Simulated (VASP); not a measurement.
Level of theory: PBEsol GGA, VASP's PBE PAW potentials (set 64) (plane waves; VASP).

The input files of a VASP run:

INCAR:
```
SYSTEM = Sm
PREC = Accurate; ENCUT = 530; LREAL = .False.
LASPH = .True.
EDIFF = 1E-7; NELM = 100; ALGO = Normal
LMAXMIX = 6
ISMEAR = 1; SIGMA = 0.1
GGA = PS
IBRION = 6; NSW = 1; ISIF = 3
POTIM = 0.015; NFREE = 2
LWAVE = .False.; LCHARG = .False.
```

POSCAR:
```
Sm
1
    8.6596752640    -1.7903562727    -0.0066670126
    8.6596752640     1.7903562727    -0.0066670126
    8.2918955188     0.0000000000     3.0724346154
Sm
3
Direct
  1.0000000000   1.0000000000   1.0000000000
  0.2223621980   0.2223621980   0.2223621980
  0.7776378020   0.7776378020   0.7776378020
```

File KPOINTS:
```
Automatic mesh
0
Gamma
9 9 9
0 0 0
```

POTCAR, in this order: Sm_3 (PBE.64 set). Program: vasp_std.

The resulting files:

File OUTCAR:
```
 ion  position               nearest neighbor table
   1  0.000  0.000  0.000-   3 3.53   2 3.53   3 3.53   3 3.53   2 3.53   2 3.53
   2  0.222  0.222  0.222-   1 3.53   1 3.53   1 3.53   3 3.54   3 3.54   3 3.54
   3  0.778  0.778  0.778-   1 3.53   1 3.53   1 3.53   2 3.54   2 3.54   2 3.54
  LATTYP: Found a trigonal (rhomboedric) cell.
 ALAT       =     8.8428160509
 COS(alpha) =     0.9180162396
 Subroutine PRICEL returns:
 Original cell was already a primitive cell.
 Subroutine GETGRP returns: Found 12 space group operations
The static configuration has the point symmetry D_3d.
The dynamic configuration has the point symmetry D_3d.
 Subroutine INISYM returns: Found 12 space group operations
 Subroutine IBZKPT returns following result:
 Found     85 irreducible k-points:

 Following reciprocal coordinates:
            Coordinates               Weight
  0.000000  0.000000  0.000000      1.000000
  0.111111  0.000000  0.000000      6.000000
  0.222222  0.000000  0.000000      6.000000
  0.333333  0.000000  0.000000      6.000000
  0.444444  0.000000  0.000000      6.000000
  0.111111  0.111111  0.000000      6.000000
  0.222222  0.111111  0.000000     12.000000
  0.333333  0.111111  0.000000     12.000000
  0.444444  0.111111  0.000000     12.000000
 -0.444444  0.111111 -0.000000     12.000000
 -0.333333  0.111111  0.000000     12.000000
 -0.222222  0.111111 -0.000000     12.000000
 -0.111111  0.111111  0.000000      6.000000
  0.222222  0.222222  0.000000      6.000000
  0.333333  0.222222  0.000000     12.000000
  0.444444  0.222222  0.000000     12.000000
 -0.444444  0.222222  0.000000     12.000000
 -0.333333  0.222222 -0.000000     12.000000
 -0.222222  0.222222  0.000000      6.000000
  0.333333  0.333333  0.000000      6.000000
  0.444444  0.333333  0.000000     12.000000
 -0.444444  0.333333  0.000000     12.000000
...
```

**OSZICAR**
```
       N       E                     dE             d eps       ncg     rms          rms(c)
DAV:   1     0.295820869320E+03    0.29582E+03   -0.15933E+04  3400   0.151E+03
DAV:   2    -0.731409269919E+01   -0.30313E+03   -0.29839E+03  3676   0.398E+02
DAV:   3    -0.150571564501E+02   -0.77431E+01   -0.74430E+01  4480   0.583E+01
DAV:   4    -0.153044389452E+02   -0.24728E+00   -0.23858E+00  4616   0.708E+00
DAV:   5    -0.153121807083E+02   -0.77418E-02   -0.77014E-02  4620   0.104E+00    0.566E+00
DAV:   6    -0.152775687477E+02    0.34612E-01   -0.60249E-02  4164   0.205E+00    0.323E+00
DAV:   7    -0.152732180599E+02    0.43507E-02   -0.69470E-02  4076   0.218E+00    0.234E-01
DAV:   8    -0.152722149879E+02    0.10031E-02   -0.66424E-03  4596   0.685E-01    0.131E-01
DAV:   9    -0.152720103706E+02    0.20462E-03   -0.19389E-03  3976   0.396E-01    0.131E-02
DAV:  10    -0.152720147414E+02   -0.43708E-05   -0.65021E-05  4784   0.529E-02    0.724E-03
DAV:  11    -0.152720157796E+02   -0.10382E-05   -0.46888E-06  4576   0.190E-02    0.312E-03
DAV:  12    -0.152720156722E+02    0.10740E-06   -0.71982E-07  3896   0.812E-03    0.326E-04
DAV:  13    -0.152720156898E+02   -0.17691E-07   -0.44654E-08  2572   0.214E-03
   1 F= -.15272016E+02 E0= -.15271822E+02  d E =-.579772E-03
 Found     2 degrees of freedom:
 Adding 6 more for cell shape distortion
```

OUTCAR:
```
------------------------ aborting loop because EDIFF is reached ----------------------------------------
  FORCE on cell =-STRESS in cart. coord.  units (eV):
  Direction    XX          YY          ZZ          XY          YZ          ZX
  --------------------------------------------------------------------------------------
  Total        0.0326243      0.0121582      0.0124502      0.0000000      0.0000000      0.0024445
  in kB        0.5475164      0.2040443      0.2089445      0.0000000      0.0000000      0.0410255
  external PRESSURE =       0.3201684 kB  Pullay stress =       0.0000000 kB
  volume of cell :       95.47
      direct lattice vectors                 reciprocal lattice vectors
     8.659675264 -1.790356273 -0.006667013     0.057619165 -0.279274024 -0.155502772
     8.659675264  1.790356273 -0.006667013     0.057619165  0.279274024 -0.155502772
     8.291895519  0.000000000  3.072434615     0.000250061  0.000000000  0.324799922
 POSITION                                       TOTAL-FORCE (eV/Angst)
 -----------------------------------------------------------------------------------
      0.00000      0.00000      0.00000         0.000000      0.000000     -0.000000
      5.69497      0.00000      0.68023         0.010550      0.000000      0.001260
     19.91627      0.00000      2.37887        -0.010550      0.000000     -0.001260
 -----------------------------------------------------------------------------------
    total drift:                                0.000000     -0.000000      0.000000
  FREE ENERGIE OF THE ION-ELECTRON SYSTEM (eV)
  ---------------------------------------------------
  free  energy   TOTEN  =       -15.2720156898 eV

  energy  without entropy=      -15.2714359175  energy(sigma->0) =      -15.27182243
```
(Selected blocks of OUTCAR.)

**stdout**
```
...

 LDA part: xc-table for (Slater+PW92), standard interpolation
 POSCAR, INCAR and KPOINTS ok, starting setup
 WAVECAR not read
 entering main loop
       N       E                     dE             d eps       ncg     rms          rms(c)
DAV:   1     0.295820869320E+03    0.29582E+03   -0.15933E+04  3400   0.151E+03
DAV:   2    -0.731409269919E+01   -0.30313E+03   -0.29839E+03  3676   0.398E+02
DAV:   3    -0.150571564501E+02   -0.77431E+01   -0.74430E+01  4480   0.583E+01
DAV:   4    -0.153044389452E+02   -0.24728E+00   -0.23858E+00  4616   0.708E+00
DAV:   5    -0.153121807083E+02   -0.77418E-02   -0.77014E-02  4620   0.104E+00    0.566E+00
DAV:   6    -0.152775687477E+02    0.34612E-01   -0.60249E-02  4164   0.205E+00    0.323E+00
DAV:   7    -0.152732180599E+02    0.43507E-02   -0.69470E-02  4076   0.218E+00    0.234E-01
DAV:   8    -0.152722149879E+02    0.10031E-02   -0.66424E-03  4596   0.685E-01    0.131E-01
DAV:   9    -0.152720103706E+02    0.20462E-03   -0.19389E-03  3976   0.396E-01    0.131E-02
DAV:  10    -0.152720147414E+02   -0.43708E-05   -0.65021E-05  4784   0.529E-02    0.724E-03
DAV:  11    -0.152720157796E+02   -0.10382E-05   -0.46888E-06  4576   0.190E-02    0.312E-03
DAV:  12    -0.152720156722E+02    0.10740E-06   -0.71982E-07  3896   0.812E-03    0.326E-04
DAV:  13    -0.152720156898E+02   -0.17691E-07   -0.44654E-08  2572   0.214E-03
   1 F= -.15272016E+02 E0= -.15271822E+02  d E =-.579772E-03
 Found     2 degrees of freedom:
 Adding 6 more for cell shape distortion
 Finite differences POTIM= 0.01500 DOF=   8

 -----------------------------------------------------------------------------
|                     _     ____    _    _    _____     _                     |
|                    | |   |  _ \  | |  | |  / ____|   | |                    |
|                    | |   | |_) | | |  | | | |  __    | |                    |
|                    |_|   |  _ <  | |  | | | | |_ |   |_|                    |
|                     _    | |_) | | |__| | | |__| |    _                     |
|                    (_)   |____/   \____/   \_____|   (_)                    |
|                                                                             |
|                                                                             |
|     internal error in GENERATE_KPOINTS_TRANS: number of G-vector            |
|     changed in star 2652 2651                                               |
|                                                                             |
|     If you are not a developer, you should not encounter this problem.      |
|     Please submit a bug report.                                             |
|                                                                             |
 -----------------------------------------------------------------------------
```

VASP stops with an error: internal error in GENERATE_KPOINTS_TRANS: number of G-vector changed in star 2652 2651 If you are not a developer, you should not encounter this problem. Please submit a bug report.

The 4f electrons are frozen in the core of the lanthanide potential, so 4f levels, which can set the real gap, and their magnetism are missing.

The compound is Sm in the sg166 structure. It was relaxed first.
